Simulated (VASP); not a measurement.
PtS2: relaxation of cell and atoms with PBE+D3(BJ)

The system is PtS2, a slab with vacuum.

```xyz
12
Lattice="3.5432 0.0000 0.0000 -1.7716 3.0685 0.0000 0.0000 0.0000 35.4040" Properties=species:S:1:pos:R:3 pbc="T T T"
S     1.7716    1.0228    9.0000
S     0.0000    2.0457   11.2876
S     1.7716    1.0228   14.0388
S     0.0000    2.0457   16.3264
S     1.7716    1.0228   19.0776
S     0.0000    2.0457   21.3652
S     1.7716    1.0228   24.1164
S     0.0000    2.0457   26.4040
Pt    0.0000    0.0000   10.1438
Pt    0.0000    0.0000   15.1826
Pt    0.0000    0.0000   20.2214
Pt    0.0000    0.0000   25.2602
```

* Program: VASP 6.6.1
* Task: relaxation of cell and atoms
* Functional: PBE
* Dispersion: D3(BJ)
* Potentials or basis: VASP PAW PBE potentials, release 64 (S, Pt)
* Cutoff: 600 eV
* k mesh: 12 × 12 × 1
* Occupations: gaussian, width 0.03 eV
* Spin: no spin polarisation
* Further INCAR settings: ALGO = Normal; EDIFF = 1e-06; IBRION = 2; EDIFFG = -0.01; NSW = 90; ISIF = 3

```yaml
Relaxed_volume: 32.49 Å³/atom
Relaxed_cell: a = 3.566 Å, b = 3.566 Å, c = 35.404 Å, α = 90.00°, β = 90.00°, γ = 120.00°
Space_group_after_relaxing_to_0.05_Å: P-3m1 (No. 164)
Energy_gained_by_relaxing: 41.5 meV/atom
Ionic_steps: 53
Largest_force_after_relaxing: 0.010 eV/Å
Band_gap_on_the_k_mesh: 0.54 eV, indirect (least direct gap 1.00 eV)
Dispersion_energy_per_atom: -0.401 eV
```

Forces in eV/Å, atoms in the order of the input:
```
S    0.000  0.000  0.006
S    0.000  0.000  0.003
S    0.000  0.000 -0.003
S    0.000  0.000 -0.010
S    0.000  0.000  0.010
S    0.000  0.000  0.003
S    0.000  0.000 -0.003
S    0.000  0.000 -0.006
Pt   0.000  0.000  0.007
Pt   0.000  0.000 -0.005
Pt   0.000  0.000  0.005
Pt   0.000  0.000 -0.007
```

Step by step:
```csv
step,energy change (eV),largest force (eV/Å),pressure (GPa),volume (Å³)
1,0.0000,1.3167,4.27,384.92
3,-0.3103,0.4136,-0.49,399.14
5,-0.3889,0.3270,-0.30,394.45
7,-0.4480,0.1245,-0.10,386.24
9,-0.4491,0.0436,-0.26,386.67
11,-0.4494,0.0614,-0.15,386.25
13,-0.4506,0.0689,-0.16,386.38
15,-0.4544,0.0999,-0.21,386.96
17,-0.4563,0.1588,-0.27,387.73
19,-0.4581,0.1445,-0.23,387.73
21,-0.4640,0.1656,-0.11,387.70
23,-0.4664,0.3258,0.42,387.61
25,-0.4729,0.2125,0.10,388.07
27,-0.4778,0.1148,-0.50,391.61
29,-0.4827,0.0673,-0.13,389.73
31,-0.4832,0.0632,-0.01,389.30
33,-0.4839,0.0484,-0.11,389.52
35,-0.4840,0.0690,-0.17,389.65
37,-0.4846,0.0744,-0.13,389.41
39,-0.4859,0.0985,0.04,388.37
41,-0.4880,0.1076,-0.03,388.54
43,-0.4904,0.1894,-0.33,389.30
45,-0.4917,0.1330,-0.22,389.00
47,-0.4953,0.0973,0.01,388.34
49,-0.4962,0.0789,0.00,388.62
51,-0.4973,0.0531,-0.06,389.44
53,-0.4976,0.0095,-0.03,389.84
```

Final structure:
```xyz
12
Lattice="3.5658 0.0000 0.0000 -1.7829 3.0880 0.0000 0.0000 0.0000 35.4040" Properties=species:S:1:pos:R:3 pbc="T T T"
S     1.7829    1.0293    9.3574
S     0.0000    2.0587   11.7977
S     1.7829    1.0293   14.1330
S     0.0000    2.0587   16.5607
S     1.7829    1.0293   18.8433
S     0.0000    2.0587   21.2710
S     1.7829    1.0293   23.6063
S     0.0000    2.0587   26.0466
Pt    0.0000    0.0000   10.5929
Pt    0.0000    0.0000   15.3477
Pt   -1.7829    3.0880   20.0563
Pt    0.0000    0.0000   24.8111
```

Levels at points of the mesh, in eV from the valence-band top:
```
           k point  band 42  band 43  band 44  band 45  band 46  band 47
(0.00, 0.00, 0.00)    -1.05    -0.55     0.00     1.64     1.64     1.94
(0.50, 0.00, 0.00)    -2.40    -1.93    -1.50     1.23     1.28     1.59
```

Run time: 45 min on 4 MPI ranks on Intel(R) Xeon(R) 6975P-C (Granite Rapids), with other jobs on the host, peak memory 0.8 GiB a rank.

Caveat: spin-orbit coupling is left out, which moves the levels of the heavy elements. Zero-point motion and thermal expansion aren't in these numbers.
